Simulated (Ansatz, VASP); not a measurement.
# NiF3: VASP beside Ansatz

Aim: how closely do two programs agree when they are given the same cell, functional and k mesh? The cell is taken from a series of runs on this material, whose earlier steps may have relaxed, scaled, displaced or heated it; both programs get it as it stands.

Method: plane waves, with VASP 6.6.1 beside it; PBEsol, in Ansatz 0.2.0.

### Step 1. The starting structure

The cell holds 8 atoms: 2 Ni and 6 F. Its edges and angles: a = 5.015 Å, b = 5.015 Å, c = 28.291 Å, α = 90.0°, β = 90.0°, γ = 120.0°. Vacuum lies along c.

### Step 2. VASP: single point, PBEsol

A single point takes one fixed geometry, so differences don't come from the geometry; what else differs is listed under the comparison.

Lines of VASP's logs that name or quote its potential files are left out, and so is its time.

INCAR reads:

```
SYSTEM = NiF3
PREC = Accurate
ENCUT = 520
EDIFF = 1E-06
NELM = 120
ISMEAR = 0
SIGMA = 0.08
LREAL = .FALSE.
ALGO = Normal
GGA = PS
NBANDS = 39
LASPH = .TRUE.
LORBIT = 11
LWAVE = .FALSE.
LCHARG = .FALSE.
ISIF = 2
LDIPOL = .TRUE.
IDIPOL = 3
DIPOL = 0.5 0.5 0.322
LVHAR = .TRUE.
GGA_COMPAT = .FALSE.
NELMDL = -8
KPAR = 2
```

POSCAR reads:

```
NiF3
1.0
    4.0950573500     -2.0475286800      2.0475286800
   -2.0475286800     -2.0475286800     -4.0950573500
   16.3339319400     16.3339319400    -16.3339319400
Ni F
2 6
Direct
    0.3333333333      0.6666666667      0.3224606945
    0.6666666666      0.3333333334      0.3224606945
    0.3652212113      0.0000000000      0.3568760208
    1.0000000000      0.3652212113      0.3568760208
    0.6347787887      0.6347787887      0.3568760208
    0.6347787887      0.0000000000      0.2880453682
    1.0000000000      0.6347787887      0.2880453682
    0.3652212113      0.3652212113      0.2880453682
```

KPOINTS reads:

```
Automatic mesh
0
Gamma
6 6 1
0 0 0
```

The projector-augmented-wave data sets are Ni and F (PBE family, release 64).

Command:

```bash
$ mpirun -np 2 vasp_std
```

Numbers of over 12 decimals in the logs are rounded to 6 here.

The log of the run:

```text
[banner, memory and clock lines left out]
running    2 mpi-ranks, on    1 nodes
 distrk:  each k-point on    1 cores,    2 groups
 distr:  one band on    1 cores,    1 groups

 POSCAR found type information on POSCAR NiF
 POSCAR found :  2 types and       8 ions
|                                                                             |
|               ----> ADVICE to this user running VASP <----                  |
|                                                                             |
|     You enforced a specific xc type in the INCAR file but a different       |
|     [... a line on the potential file left out ...]
|     I HOPE YOU KNOW WHAT YOU ARE DOING!                                     |
|                                                                             |

 LDA part: xc-table for (Slater+PW92), standard interpolation
 POSCAR, INCAR and KPOINTS ok, starting setup
 FFT: planning ... GRIDC
 FFT: planning ... GRID_SOFT
 FFT: planning ... GRID
 WAVECAR not read
 entering main loop
       N       E                     dE             d eps       ncg     rms          rms(c)
DAV:   1     0.706034943565E+03    0.70603E+03   -0.23234E+04   562   0.122E+03
DAV:   2     0.112223492221E+03   -0.59381E+03   -0.56338E+03   756   0.317E+02
DAV:   3    -0.419821591236E+02   -0.15421E+03   -0.15231E+03   642   0.187E+02
DAV:   4    -0.464494032405E+02   -0.44672E+01   -0.44475E+01   588   0.421E+01
DAV:   5    -0.465637559100E+02   -0.11435E+00   -0.11433E+00   653   0.685E+00
DAV:   6    -0.465672059078E+02   -0.34500E-02   -0.34497E-02   620   0.114E+00
DAV:   7    -0.465673417519E+02   -0.13584E-03   -0.13584E-03   739   0.213E-01
DAV:   8    -0.465673450307E+02   -0.32788E-05   -0.32781E-05   594   0.277E-02    0.304E+01
DAV:   9    -0.422765898203E+02    0.42908E+01   -0.77264E+01   728   0.113E+02    0.364E+01
DAV:  10    -0.353409330163E+02    0.69357E+01   -0.13448E+01   619   0.112E+02    0.131E+01
DAV:  11    -0.358999665905E+02   -0.55903E+00   -0.60928E+00   833   0.290E+01    0.766E+00
DAV:  12    -0.356126726164E+02    0.28729E+00   -0.89197E-01   729   0.182E+01    0.233E+00
DAV:  13    -0.355863781824E+02    0.26294E-01   -0.68084E-02   756   0.375E+00    0.981E-01
DAV:  14    -0.355787161033E+02    0.76621E-02   -0.28345E-02   756   0.239E+00    0.256E-01
DAV:  15    -0.355790585568E+02   -0.34245E-03   -0.36322E-03   840   0.833E-01    0.619E-02
DAV:  16    -0.355791548534E+02   -0.96297E-04   -0.14318E-03   744   0.467E-01    0.450E-02
DAV:  17    -0.355791667954E+02   -0.11942E-04   -0.12217E-04   676   0.176E-01    0.982E-03
DAV:  18    -0.355792143111E+02   -0.47516E-04   -0.23400E-05   611   0.311E-02    0.725E-03
DAV:  19    -0.355792431701E+02   -0.28859E-04   -0.21368E-06   415   0.342E-02    0.426E-03
DAV:  20    -0.355792747506E+02   -0.31580E-04   -0.60974E-06   545   0.144E-02    0.380E-03
DAV:  21    -0.355792899966E+02   -0.15246E-04   -0.15299E-06   385   0.111E-02    0.141E-03
DAV:  22    -0.355792934715E+02   -0.34749E-05   -0.84999E-07   329   0.102E-02    0.194E-03
DAV:  23    -0.355792939194E+02   -0.44793E-06   -0.53827E-07   371   0.746E-03
   1 F= -.35579294E+02 E0= -.35549983E+02  d E =-.586223E-01
```

From OUTCAR (step 2):

```text
ion  position               nearest neighbor table
   1  0.333  0.667  0.322-   3 1.87   7 1.87   5 1.87   8 1.87   4 1.87   6 1.87   2 2.90   2 2.90
                             2 2.90
   2  0.667  0.333  0.322-   5 1.87   8 1.87   6 1.87   4 1.87   7 1.87   3 1.87   1 2.90   1 2.90
                             1 2.90
   3  0.365  0.000  0.357-   1 1.87   2 1.87
   4  0.000  0.365  0.357-   2 1.87   1 1.87
   5  0.635  0.635  0.357-   2 1.87   1 1.87
   6  0.635  0.000  0.288-   2 1.87   1 1.87
   7  0.000  0.635  0.288-   1 1.87   2 1.87
   8  0.365  0.365  0.288-   2 1.87   1 1.87

  LATTYP: Found a hexagonal cell.
 ALAT       =     5.0154004915
 C/A-ratio  =     5.6408655809

 Subroutine GETGRP returns: Found 12 space group operations
 (whereof  6 operations were pure point group operations)

The static configuration has the point symmetry C_3v.
 The point group associated with its full space group is D_3d.

 Found      7 irreducible k-points:

   k-points           NKPTS =      7   k-points in BZ     NKDIM =      7   number of bands    NBANDS=     39

   dimension x,y,z NGX =    40 NGY =   40 NGZ =  210
   dimension x,y,z NGXF=    80 NGYF=   80 NGZF=  420

   ENCUT  =  520.0 eV  38.22 Ry    6.18 a.u.   9.33  9.33 52.60*2*pi/ulx,y,z

   NELECT =      62.0000    total number of electrons

 k-points in reciprocal lattice and weights: Automatic mesh
   0.00000000  0.00000000  0.00000000       0.028
   0.16666667  0.00000000  0.00000000       0.167
   0.33333333  0.00000000  0.00000000       0.167
   0.50000000  0.00000000  0.00000000       0.083
   0.16666667  0.16666667  0.00000000       0.167
   0.33333333  0.16666667 -0.00000000       0.333
   0.33333333  0.33333333  0.00000000       0.056

 dipolmoment          -0.000002     -0.000002      0.000002 electrons x Angstroem

 average (electrostatic) potential at core
       1 -98.6488       2 -98.6488       3 -85.5696       4 -85.5696       5 -85.5696
       6 -85.5696       7 -85.5696       8 -85.5696

 E-fermi :  -6.5061

 k-point     1 :       0.0000    0.0000    0.0000
  band No.  band energies     occupation
    ...
     28      -7.7652      2.00000
     29      -7.7651      2.00000
     30      -7.6630      2.00000
     31      -6.4784      0.62413
     32      -6.4783      0.62375
     33      -5.9993      0.00000
     34      -5.9993      0.00000
     35      -0.3325      0.00000
     36       0.8567      0.00000
     37       1.2067      0.00000
    ...

 k-point     2 :       0.1667    0.0000    0.0000
  band No.  band energies     occupation
    ...
     28      -7.7180      2.00000
     29      -7.6848      2.00000
     30      -7.6588      2.00000
     31      -6.4947      0.84024
     32      -6.4715      0.54083
     33      -6.0716      0.00000
     34      -5.9953      0.00000
     35      -0.0087      0.00000
     36       1.0792      0.00000
     37       1.4294      0.00000
    ...

 k-point     3 :       0.3333    0.0000    0.0000
  band No.  band energies     occupation
    ...
     28      -7.7238      2.00000
     29      -7.6545      2.00000
     30      -7.5637      2.00000
     31      -6.5240      1.24849
     32      -6.5016      0.93654
     33      -6.1522      0.00000
     34      -5.9927      0.00000
     35       0.8648      0.00000
     36       1.7289      0.00000
     37       2.0965      0.00000
    ...

  Total        0.0882154      0.0882154      0.0882154     -0.0275538      0.0275538      0.0275538
  in kB        0.2293304      0.2293304      0.2293304     -0.0716307      0.0716307      0.0716307
  external PRESSURE =       0.2293304 kB  Pullay stress =       0.0000000 kB

  energy-cutoff  :      520.00
  volume of cell :      616.30
      direct lattice vectors                 reciprocal lattice vectors
     4.095057350 -2.047528680  2.047528680     0.162797883 -0.162797883  0.000000000
    -2.047528680 -2.047528680 -4.095057350     0.000000000 -0.162797883 -0.162797883
    16.333931940 16.333931940-16.333931940     0.020407415  0.020407415 -0.020407415

 POSITION                                       TOTAL-FORCE (eV/Angst)
 -----------------------------------------------------------------------------------
      5.26705      3.21952     -7.31458         0.000000      0.000000      0.000000
      7.31458      3.21952     -5.26705         0.000000      0.000000      0.000000
      7.32479      5.08139     -5.08139         0.002305      0.047264     -0.047264
      5.08139      5.08139     -7.32479         0.047264      0.047264     -0.002305
      7.12892      3.22973     -7.12892         0.047264      0.002305     -0.047264
      7.30437      3.40519     -3.40519        -0.002305     -0.047264      0.047264
      3.40519      3.40519     -7.30437        -0.047264     -0.047264      0.002305
      5.45271      3.20931     -5.45271        -0.047264     -0.002305      0.047264
 -----------------------------------------------------------------------------------
    total drift:                                0.000007      0.000008     -0.000007

  FREE ENERGIE OF THE ION-ELECTRON SYSTEM (eV)
  ---------------------------------------------------
  free  energy   TOTEN  =       -35.5792939194 eV

  energy  without entropy=      -35.5206716082  energy(sigma->0) =      -35.54998276

 vacuum level on the upper side and lower side of the slab         1.249         1.249

 total charge
# of ion       s       p       d       tot
------------------------------------------
    1        0.408   0.622   8.163   9.193
    2        0.408   0.622   8.163   9.193
    3        1.744   4.284   0.000   6.029
    4        1.744   4.284   0.000   6.029
    5        1.744   4.284   0.000   6.029
    6        1.744   4.284   0.000   6.029
    7        1.744   4.284   0.000   6.029
    8        1.744   4.284   0.000   6.029
--------------------------------------------------
tot         11.281  26.950  16.327  54.557

[... 3 further parts left out ...]
```

This run has no spin polarisation, so a moment on Ni, if there is one, isn't seen.

[end of part 1 of 2]

[Lines on the potential files, build, host, timing and source positions are cut from VASP's logs without a mark.]

[Logs are printed without paths, hosts, clocks, repeated set-up lines and the standing remarks that a program may print on its own settings, such as how far it seeks lower states.]

[Hosts, paths, dates, database ids (printed as entryN), source tags and the programs' standing remarks are cut or masked in the printed files.]
